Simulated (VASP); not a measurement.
An input for Ansatz (written as the equivalent of a VASP run, and not itself run):

Ansatz 0.2 input:
```yaml
crystal:
  lattice:
    - [3.5174218, 0.0000000, 0.0000000]
    - [0.0000000, 3.5174218, 0.0000000]
    - [0.0000000, 0.0000000, 3.5174218]
  atoms:
    - { symbol: Zn, position: [0.5000000, 0.5000000, 0.5000000] }
    - { symbol: Y, position: [1.0000000, 0.0000000, 0.0000000] }
kpoints:
  mp_grid: { grid: [9, 9, 9] }
hamiltonian:
  xc: pbesol
  pseudopotentials: { kind: paw }
scf:
  occupations: { method: methfessel_paxton, width: 0.1 }
  max_iter: 100
relax:
  max_steps: 60
  f_tol: 0.01
  cell: {}
output: { forces: true, stress: true, eigenvalues: true }
```

Problem. Write the VASP files for the same calculation (PBEsol).

Solution. This is not unique; one that fits is 
INCAR:
```
# general
SYSTEM  = YZn
PREC    = Accurate
ENCUT   = 400   # plane-wave cut-off (eV)
LREAL   = .FALSE.
LASPH   = .TRUE.   # aspherical one-centre terms

# electronic loop
EDIFF   = 1E-6   # SCF stop (eV)
NELM    = 100   # most electronic steps
ALGO    = Normal
LMAXMIX = 4   # l cut-off of mixed one-centre charges

# smearing
ISMEAR  = 1   # Methfessel-Paxton
SIGMA   = 0.1

# functional
GGA     = PS   # PBEsol

# ions
IBRION  = 2   # conjugate gradients
NSW     = 60
ISIF    = 3   # ions, shape and volume
EDIFFG  = -0.01   # ionic stop

# output
LWAVE   = .FALSE.
LCHARG  = .FALSE.
```

File POSCAR:
```
YZn
1
    3.5174218308     0.0000000000    -0.0000000000
   -0.0000000000     3.5174218308    -0.0000000000
    0.0000000000     0.0000000000     3.5174218308
Zn Y
1 1
Direct
  0.5000000000   0.5000000000   0.5000000000
  1.0000000000   0.0000000000   0.0000000000
```

### KPOINTS
```
K-points
0
Gamma
  9 9 9
0 0 0
```

POTCAR, in this order: Zn Y_sv (PBE.64 set). Program: vasp_std.

What does not carry over: each code has its own PAW files, so the cut-off isn't converted (ENCUT is set for VASP's; basis.ecutwfc is left out, and Ansatz then takes the one that its files recommend); Ansatz stops its SCF on the density residual and VASP on the energy change (EDIFF).

The structure comes from a measured YZn entry (Pm-3m) of the Crystallography Open Database, whose conditions weren't checked. It was relaxed first. The start is the result of an earlier pass.
